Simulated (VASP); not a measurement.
```xyz
4
Lattice="1.5400 -2.6674 0.0000 1.5400 2.6674 0.0000 0.0000 0.0000 5.0500" Properties=species:S:1:pos:R:3 pbc="T T T"
Si     1.5400    -0.8891     2.5250
Si     1.5400     0.8891     0.0000
C      1.5400    -0.8891     4.4188
C      1.5400     0.8891     1.8937
```

The base run (VASP): PBE GGA, plane waves, VASP's PBE PAW potentials (set 64). Numerical set-up: 520 eV cut-off, 8×8×4 Γ-centred mesh, Gaussian smearing of 0.050 eV, potentials Si C.

One setting is varied; ΔE counts from the base run. The base run took about 10 core-seconds. The timings are rough (shared machines, no repeats); factors under 2 mean little.

Pressures at a finite cut-off, here 520 eV, hold a Pulay part, which wasn't tested here.

| setting | cost over the base run | electronic steps | ΔE (meV/atom) | pressure (GPa) |
|---|---|---|---|---|
| KPOINTS 2×2×1 Monkhorst-Pack mesh | about 1/4 | 13 | -220.5 | 2.87 |
| KPOINTS 3×3×2 Monkhorst-Pack mesh | about 1/4 | 13 | 136.7 | 3.46 |
| KPOINTS 7×7×4 Monkhorst-Pack mesh | within a factor of 2 | 13 | 0.9 | 2.69 |
| base run | reference | 13 | 0.0 | 2.69 |
| KPOINTS 8×8×4 Monkhorst-Pack mesh | within a factor of 2 | 13 | -0.1 | 2.69 |

Left out are runs that failed, have no time on record or changed the cell.

The compound is SiC in the wurtzite structure, the rare 2H polytype. The cell was not relaxed at this level.
